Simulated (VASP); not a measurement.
As, 36 atoms in the cell. The structure is trigonal, space group R-3m (No. 166). Conventional cell: a = 3.762 Å, b = 3.762 Å, c = 10.542 Å, α = 90.00°, β = 90.00°, γ = 120.00°. As (site symmetry 3m) has 3 As at 2.51 Å as nearest neighbours. 

```yaml
Program: VASP 6.6.1
Task: core levels
Functional: PBEsol
Potentials_or_basis: VASP PAW PBE potentials, release 64 (As)
Cutoff: 520 eV
k_mesh: 4 × 4 × 5
Occupations: methfessel-paxton, width 0.1 eV
Spin: no spin polarisation
Further_INCAR_settings: ALGO = Fast; EDIFF = 1e-06; NELECT = 181.0
```

Potentials or basis: VASP PAW PBE potentials, release 64 (As).

The run is started by

```bash
$ cat potpaw_PBE.64/As/POTCAR potpaw_PBE.64/As/POTCAR > POTCAR
$ mpirun -np 8 vasp_std > vasp.out
```

Hardware: 8 MPI ranks on Intel(R) Xeon(R) 6975P-C (Granite Rapids), with other jobs on the host.

Task: Estimate the wall time of this run.

Result: It took 18 min on 8 MPI ranks on Intel(R) Xeon(R) 6975P-C (Granite Rapids) (shared host), peak memory 2.2 GiB a rank. Counts: scf iterations 16, k points 27.
